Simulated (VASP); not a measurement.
# A VASP study of SnAs (r2SCAN + rVV10): structure first, properties next, part 2 of 5

Aim: relax SnAs with r2SCAN + rVV10, compute its properties on that cell and hold them against experiment. Left out of this account: 1 further run (core levels: core levels are not valid at this level). The start is a computed cell from the Materials Project.

VASP 6.6.1, plane waves and PAW; the level of theory is named at each step.

Still holding for the runs below: This run has no spin polarisation. Its electron count is odd, so without a moment it is a metal by construction. The k-mesh is coarse for a metal.

So far. Step 2 (Full relaxation (r2SCAN + rVV10)): It ends with forces that vanish by symmetry and a pressure of 0.02 GPa. The relaxed cell has a = 5.734 Å (conventional setting).

**3. Second relaxation**

Level of this step: r2SCAN with rVV10; plane waves and PAW (Sn_d, As) (VASP).

The basis stayed that of the start cell while the cell moved. A rerun from the cell reached resets it; the error of the finite cutoff stays.

The input, INCAR:

```
SYSTEM = SnAs
PREC = Accurate
ENCUT = 400
EDIFF = 1E-06
NELM = 100
ISMEAR = 0
SIGMA = 0.05
LREAL = .FALSE.
ALGO = Normal
METAGGA = R2SCAN
LUSE_VDW = .TRUE.
IVDW_NL = 2
BPARAM = 11.95
CPARAM = 0.0093
LASPH = .TRUE.
NBANDS = 15
LORBIT = 11
LWAVE = .FALSE.
LCHARG = .FALSE.
KPAR = 2
IBRION = 2
NSW = 60
ISIF = 3
EDIFFG = -0.01
```

The input, POSCAR:

```
SnAs
1.0
    0.0000000000      2.8671404637      2.8671404637
    2.8671404637      0.0000000000      2.8671404637
    2.8671404637      2.8671404637      0.0000000000
Sn As
1 1
Direct
    0.5000000000      0.5000000000      0.5000000000
    0.0000000000      0.0000000000      0.0000000000
```

The input, KPOINTS:

```
Automatic mesh
0
Gamma
8 8 8
0 0 0
```

The projector-augmented-wave data sets are Sn_d and As (PBE family, release 64).

Launch:

```bash
$ mpirun -np 2 vasp_std
```

What it wrote:

```text
[banner, memory and clock lines left out]
running    2 mpi-ranks, on    1 nodes
 distrk:  each k-point on    1 cores,    2 groups
 distr:  one band on    1 cores,    1 groups

 POSCAR found type information on POSCAR SnAs
 POSCAR found :  2 types and       2 ions
 [... a notice as in an earlier step ...]

 [... a notice as in an earlier step ...]

 LDA part: xc-table for (None), standard interpolation
 POSCAR, INCAR and KPOINTS ok, starting setup
 FFT: planning ... GRIDC
 FFT: planning ... GRID_SOFT
 FFT: planning ... GRID
 WAVECAR not read
 entering main loop
       N       E                     dE             d eps       ncg     rms          rms(c)
Total rVV10 correction in eV:      0.4337994    21.5668747
Total rVV10 correction in eV:      0.4337994    21.5668747
DAV:   1     0.657562557309E+02    0.65756E+02   -0.86255E+03   912   0.142E+03
DAV:   2    -0.343458477206E+02   -0.10010E+03   -0.97812E+02   968   0.331E+02
DAV:   3    -0.418462018725E+02   -0.75004E+01   -0.74590E+01  1094   0.812E+01
DAV:   4    -0.420071407692E+02   -0.16094E+00   -0.16090E+00  1059   0.131E+01
DAV:   5    -0.420122233483E+02   -0.50826E-02   -0.50825E-02  1147   0.225E+00    0.360E+00
Total rVV10 correction in eV:      0.4354173    21.5668759
Total rVV10 correction in eV:      0.4354173    21.5668759
DAV:   6    -0.390763798458E+02    0.29358E+01   -0.83256E-01  1087   0.151E+01    0.211E+00
Total rVV10 correction in eV:      0.4390078    21.5668759
Total rVV10 correction in eV:      0.4390078    21.5668759
DAV:   7    -0.390739750314E+02    0.24048E-02   -0.85003E-02  1017   0.183E+00    0.934E-01
Total rVV10 correction in eV:      0.4403736    21.5668759
Total rVV10 correction in eV:      0.4403736    21.5668759
DAV:   8    -0.390768063513E+02   -0.28313E-02   -0.54283E-03  1052   0.771E-01    0.296E-01
Total rVV10 correction in eV:      0.4410633    21.5668759
Total rVV10 correction in eV:      0.4410633    21.5668759
DAV:   9    -0.390772705863E+02   -0.46424E-03   -0.67830E-04   996   0.241E-01    0.555E-02
Total rVV10 correction in eV:      0.4410763    21.5668759
Total rVV10 correction in eV:      0.4410763    21.5668759
DAV:  10    -0.390772760402E+02   -0.54539E-05   -0.96679E-05  1150   0.129E-01    0.272E-02
Total rVV10 correction in eV:      0.4411343    21.5668759
Total rVV10 correction in eV:      0.4411343    21.5668759
DAV:  11    -0.390772810736E+02   -0.50334E-05   -0.12091E-05  1115   0.423E-02    0.499E-03
Total rVV10 correction in eV:      0.4411596    21.5668759
Total rVV10 correction in eV:      0.4411596    21.5668759
DAV:  12    -0.390772817897E+02   -0.71611E-06   -0.25214E-06   919   0.262E-02
Total rVV10 correction in eV:      0.4411662    21.5668759
Total rVV10 correction in eV:      0.4411662    21.5668759
Total rVV10 correction in eV:      0.4411674    21.5668759
Total rVV10 correction in eV:      0.4411674    21.5668759
   1 F= -.39077282E+02 E0= -.39076201E+02  d E =-.390773E+02
 curvature:   0.00 expect dE= 0.000E+00 dE for cont linesearch  0.000E+00
 trial: gam= 0.00000 g(F)=  0.266E-58 g(S)=  0.126E-05 ort = 0.000E+00 (trialstep = 0.100E+01)
 search vector abs. value=  0.126E-05
 reached required accuracy - stopping structural energy minimisation
```

It took 1.9 min on 2 MPI ranks of AMD EPYC 7R43, shared host; peak memory 0.44 GiB.

From OUTCAR (step 3):

```text
  LATTYP: Found a face centered cubic cell.
 ALAT       =     5.7342809274

The static configuration has the point symmetry O_h .

 Found     29 irreducible k-points:

   ENCUT  =  400.0 eV  29.40 Ry    5.42 a.u.   6.61  6.61  6.61*2*pi/ulx,y,z

   NELECT =      19.0000    total number of electrons

 E-fermi :   6.8631

 k-point     1 :       0.0000    0.0000    0.0000
  band No.  band energies     occupation
    ...
      6      -6.8525      2.00000
      7       4.4133      2.00000
      8       5.6398      2.00000
      9       5.6398      2.00000
     10       5.6398      2.00000
     11      12.6788      0.00000
     12      12.6789      0.00000
     13      12.6789      0.00000
     14      13.2803      0.00000
     15      13.2803      0.00000

 k-point     2 :       0.1250    0.0000    0.0000
  band No.  band energies     occupation
    ...
      6      -6.6583      2.00000
      7       2.8695      2.00000
      8       5.6667      2.00000
      9       5.6667      2.00000
     10       6.8167      1.81035
     11      11.5884      0.00000
     12      11.5884      0.00000
     13      11.7252      0.00000
     14      13.3682      0.00000
     15      13.7316      0.00000

  Total        0.0041670      0.0041670      0.0041670      0.0000000     -0.0000000      0.0000000
  in kB        0.1416316      0.1416316      0.1416316      0.0000000     -0.0000000      0.0000000
  external PRESSURE =       0.1416316 kB  Pullay stress =       0.0000000 kB

  energy-cutoff  :      400.00
  volume of cell :       47.14
      direct lattice vectors                 reciprocal lattice vectors
     0.000000000  2.867140464  2.867140464    -0.174389782  0.174389782  0.174389782
     2.867140464  0.000000000  2.867140464     0.174389782 -0.174389782  0.174389782
     2.867140464  2.867140464  0.000000000     0.174389782  0.174389782 -0.174389782

 POSITION                                       TOTAL-FORCE (eV/Angst)
 -----------------------------------------------------------------------------------
      2.86714      2.86714      2.86714        -0.000000     -0.000000      0.000000
      0.00000      0.00000      0.00000         0.000000      0.000000     -0.000000
 -----------------------------------------------------------------------------------
    total drift:                                0.000000      0.000000      0.000000

  FREE ENERGIE OF THE ION-ELECTRON SYSTEM (eV)
  ---------------------------------------------------
  free  energy   TOTEN  =       -39.0772817897 eV

  energy  without entropy=      -39.0751198609  energy(sigma->0) =      -39.07620083

 total charge
# of ion       s       p       d       tot
------------------------------------------
    1        1.197   0.965  10.013  12.175
    2        1.256   1.491   0.034   2.781
--------------------------------------------------
tot          2.454   2.456  10.047  14.957

[... 5 parts as in an earlier step ...]

[... 6 further parts left out ...]
```

Little changed from the start: no atom moved by 0.005 Å and no cell edge by 0.1 %.

This step gave:

| Quantity | Value |
| --- | --- |
| pressure | 0.01416 GPa |
| SCF cycles over all ionic steps | 12 |

It ends with forces that vanish by symmetry and a pressure of 0.01 GPa. The volume moved by under 0.01 %: the run met its threshold at the first step.

**4. Single point with fields (r2SCAN + rVV10)**

The relaxed cell gets a fresh self-consistent run, on a basis set for its own volume, to fix the density and to check the remaining stress.

INCAR, as its differences from that of step 3:

```diff
@@ -18,7 +18,5 @@
 LWAVE = .FALSE.
-LCHARG = .FALSE.
-KPAR = 2
-IBRION = 2
-NSW = 60
-ISIF = 3
-EDIFFG = -0.01
+LCHARG = .TRUE.
+ISIF = 2
+LELF = .TRUE.
+LVHAR = .TRUE.
```

POSCAR is that of step 3.

KPOINTS is that of step 3.

Launch:

```bash
$ mpirun -np 2 vasp_std
```

What it wrote:

```text
[banner, memory and clock lines left out]
running    2 mpi-ranks, on    1 nodes
 distrk:  each k-point on    2 cores,    1 groups
 distr:  one band on    1 cores,    2 groups

 POSCAR found type information on POSCAR SnAs
 POSCAR found :  2 types and       2 ions
 [... a notice as in an earlier step ...]

 [... a notice as in an earlier step ...]

 LDA part: xc-table for (None), standard interpolation
|                                                                             |
|           W    W    AA    RRRRR   N    N  II  N    N   GGGG   !!!           |
|           W    W   A  A   R    R  NN   N  II  NN   N  G    G  !!!           |
|           W    W  A    A  R    R  N N  N  II  N N  N  G       !!!           |
|           W WW W  AAAAAA  RRRRR   N  N N  II  N  N N  G  GGG   !            |
|           WW  WW  A    A  R   R   N   NN  II  N   NN  G    G                |
|           W    W  A    A  R    R  N    N  II  N    N   GGGG   !!!           |
|                                                                             |
|     The number of bands has been changed from the values supplied in        |
|     The orbitals not found in the WAVECAR file will be initialized with     |
|     random numbers, which is usually adequate. For correlated               |
|     calculations, however, you should redo the groundstate calculation.     |
|     I found NBANDS = 15. Now, NBANDS = 16.                                  |
|                                                                             |

 POSCAR, INCAR and KPOINTS ok, starting setup
 FFT: planning ... GRIDC
 FFT: planning ... GRID_SOFT
 FFT: planning ... GRID
 WAVECAR not read
 entering main loop
       N       E                     dE             d eps       ncg     rms          rms(c)
Total rVV10 correction in eV:      0.4337994    21.5668747
DAV:   1     0.686830868003E+02    0.68683E+02   -0.86288E+03   936   0.135E+03
DAV:   2    -0.343210217202E+02   -0.10300E+03   -0.10027E+03  1016   0.319E+02
DAV:   3    -0.418463522462E+02   -0.75253E+01   -0.74459E+01  1200   0.755E+01
DAV:   4    -0.420074356531E+02   -0.16108E+00   -0.16104E+00  1064   0.121E+01
DAV:   5    -0.420122531491E+02   -0.48175E-02   -0.48174E-02  1240   0.204E+00    0.360E+00
Total rVV10 correction in eV:      0.4354159    21.5668759
DAV:   6    -0.390763307117E+02    0.29359E+01   -0.80724E-01  1168   0.142E+01    0.211E+00
Total rVV10 correction in eV:      0.4390056    21.5668759
DAV:   7    -0.390739989867E+02    0.23317E-02   -0.84341E-02  1128   0.172E+00    0.934E-01
Total rVV10 correction in eV:      0.4403806    21.5668759
DAV:   8    -0.390768028846E+02   -0.28039E-02   -0.52790E-03  1152   0.723E-01    0.295E-01
Total rVV10 correction in eV:      0.4410657    21.5668759
DAV:   9    -0.390772702063E+02   -0.46732E-03   -0.66093E-04  1136   0.225E-01    0.556E-02
Total rVV10 correction in eV:      0.4410774    21.5668759
DAV:  10    -0.390772758410E+02   -0.56347E-05   -0.90518E-05  1208   0.119E-01    0.278E-02
Total rVV10 correction in eV:      0.4411327    21.5668759
DAV:  11    -0.390772810474E+02   -0.52064E-05   -0.12400E-05  1240   0.404E-02    0.511E-03
Total rVV10 correction in eV:      0.4411596    21.5668759
DAV:  12    -0.390772817887E+02   -0.74132E-06   -0.25897E-06  1000   0.250E-02
Total rVV10 correction in eV:      0.4411660    21.5668759
Total rVV10 correction in eV:      0.4411672    21.5668759
   1 F= -.39077282E+02 E0= -.39076201E+02  d E =-.216195E-02
```

It took 1.8 min on 2 MPI ranks; peak memory 0.34 GiB.

OUTCAR, selected parts (step 4):

```text
The static configuration has the point symmetry O_h .

 Found     29 irreducible k-points:

   k-points           NKPTS =     29   k-points in BZ     NKDIM =     29   number of bands    NBANDS=     16

   NELECT =      19.0000    total number of electrons

 E-fermi :   6.8631

 k-point     1 :       0.0000    0.0000    0.0000
  band No.  band energies     occupation
    ...
      6      -6.8525      2.00000
      7       4.4133      2.00000
      8       5.6398      2.00000
      9       5.6398      2.00000
     10       5.6398      2.00000
     11      12.6788      0.00000
     12      12.6789      0.00000
     13      12.6789      0.00000
     14      13.2803      0.00000
     15      13.2803      0.00000
    ...

 k-point     2 :       0.1250    0.0000    0.0000
  band No.  band energies     occupation
    ...
      6      -6.6583      2.00000
      7       2.8695      2.00000
      8       5.6667      2.00000
      9       5.6667      2.00000
     10       6.8167      1.81032
     11      11.5883      0.00000
     12      11.5884      0.00000
     13      11.7252      0.00000
     14      13.3682      0.00000
     15      13.7316      0.00000
    ...

  Total        0.0041557      0.0041557      0.0041557      0.0000000      0.0000000     -0.0000000
  in kB        0.1412456      0.1412456      0.1412456      0.0000000      0.0000000     -0.0000000
  external PRESSURE =       0.1412456 kB  Pullay stress =       0.0000000 kB

 POSITION                                       TOTAL-FORCE (eV/Angst)
 -----------------------------------------------------------------------------------
      2.86714      2.86714      2.86714        -0.000000      0.000000      0.000000
      0.00000      0.00000      0.00000         0.000000     -0.000000     -0.000000
 -----------------------------------------------------------------------------------
    total drift:                                0.000000      0.000000      0.000000

  FREE ENERGIE OF THE ION-ELECTRON SYSTEM (eV)
  ---------------------------------------------------
  free  energy   TOTEN  =       -39.0772817887 eV

  energy  without entropy=      -39.0751198405  energy(sigma->0) =      -39.07620081

[... 13 parts as in an earlier step ...]
```

Numbers from this step:

- SCF cycles: 12
- bands: 16
- pressure: 0.01412 GPa

Valence electrons inside each PAW sphere by angular momentum. Sphere charges, by row:

```csv
atom,s (e),p (e),d (e),tot (e)
Sn1,1.197,0.965,10.01,12.18
As2,1.256,1.491,0.034,2.781
```

Electrostatic potential energy in the ac plane of the conventional cell at fractional y = 0.000, with atoms of Sn and As within 0.2 Å of it. With pseudopotentials it is smooth inside the atoms' cores, unlike the true potential.

Values in eV, 16 rows by 16 columns, each cell a mean:
```
-28 -43 -21  -3  -2 -17 -59 -91 -94 -78 -35  -5  -1  -9 -38 -36
-41 -29  -8   0   0  -6 -31 -59 -65 -45 -16  -2   0  -3 -18 -38
-11  -5  -1   2   1  -1  -6 -17 -20 -11  -3   0   2   1  -3  -9
 -2  -1   1   2   2   1   0  -2  -2  -1   1   2   2   2   0  -1
 -6  -3  -1   1   2   2   0  -3  -3  -2   1   2   2   0  -2  -5
-39 -25  -7  -1   1  -1  -8 -21 -25 -14  -3   1   1  -3 -16 -35
-84 -63 -25  -3  -1  -5 -29 -43 -41 -40 -14  -2  -1 -11 -45 -78
-95 -84 -39  -6  -2 -11 -41 -28 -14 -41 -25  -3  -2 -20 -65 -94
-94 -78 -35  -5  -1  -9 -38 -36 -28 -43 -21  -3  -2 -17 -59 -91
-65 -45 -16  -2   0  -3 -18 -38 -41 -29  -8   0   0  -6 -31 -59
-20 -11  -3   0   2   1  -3  -9 -11  -5  -1   2   1  -1  -6 -17
 -2  -1   1   2   2   2   0  -1  -2  -1   1   2   2   1   0  -2
 -3  -2   1   2   2   0  -2  -5  -6  -3  -1   1   2   2   0  -3
-25 -14  -3   1   1  -3 -16 -35 -39 -25  -7  -1   1  -1  -8 -21
-41 -40 -14  -2  -1 -11 -45 -78 -84 -63 -25  -3  -1  -5 -29 -43
-14 -41 -25  -3  -2 -20 -65 -94 -95 -84 -39  -6  -2 -11 -41 -28
```
Columns run along a (5.7 Å; values clipped at the 3rd and 97th percentile), rows up along c (5.7 Å), edges of the conventional cell, whose origin can differ from the input's. Atoms in or near the plane, at fractional coordinates: Sn at (0.50, 0.00), Sn at (0.00, 0.50), As at (0.00, 0.00), As at (0.50, 0.50).

ELF in the ac plane of the conventional cell at fractional y = 0.000, with atoms of Sn and As within 0.2 Å of it. It is the smooth field of the valence electrons, not physical close to the nuclei.

Ten even steps from '0' (0.12) to '9' (0.82), each cell a mean:
```
6898542000346997
9996333223335899
9963123443212589
7630013554200256
4320036887510134
3332369999852233
0233699889974330
1034799658985420
0034699768985420
2333589999963332
4321258999631234
5420025676300135
8751013443200368
9985223333323699
8997433002336998
5898542010347996
```
Columns run along a (5.7 Å), rows up along c (5.7 Å), edges of the conventional cell, whose origin can differ from the input's. Atoms in or near the plane, at fractional coordinates: Sn at (0.50, 0.00), Sn at (0.00, 0.50), As at (0.00, 0.00), As at (0.50, 0.50).

Valence density in the ac plane of the conventional cell at fractional y = 0.000, with atoms of Sn and As within 0.2 Å of it. It is the smooth field of the valence electrons, not physical close to the nuclei.

Ten steps, logarithmic in the rise over the least value, from '0' (0 e/Å³) to '9' (11 e/Å³), each cell a mean:
```
2443347998533443
4433335776433344
4332233443322334
3322223333222233
3332223333322233
5433233444332345
8743334434433368
9853344203433479
9853344324433479
7643334444333357
4332233443322334
3322223333222233
3332223333322233
4433234554332334
3443336887433344
0343347998533442
```
Columns run along a (5.7 Å), rows up along c (5.7 Å), edges of the conventional cell, whose origin can differ from the input's. Atoms in or near the plane, at fractional coordinates: Sn at (0.50, 0.00), Sn at (0.00, 0.50), As at (0.00, 0.00), As at (0.50, 0.50).

In this run the pressure is 0.01 GPa, small enough to go on.

(Part 2 of 5 ends here.)

[Lines on the potential files, build, host, timing and source positions are cut from VASP's logs without a mark.]

[Logs are printed without paths, hosts, clocks, repeated set-up lines and the standing remarks that a program may print on its own settings, such as how far it seeks lower states.]

[Hosts, paths, dates, database ids (printed as entryN), source tags and the programs' standing remarks are cut or masked in the printed files.]

[A measured line is paired with the nearest computed mode of its activity, which favours agreement.]
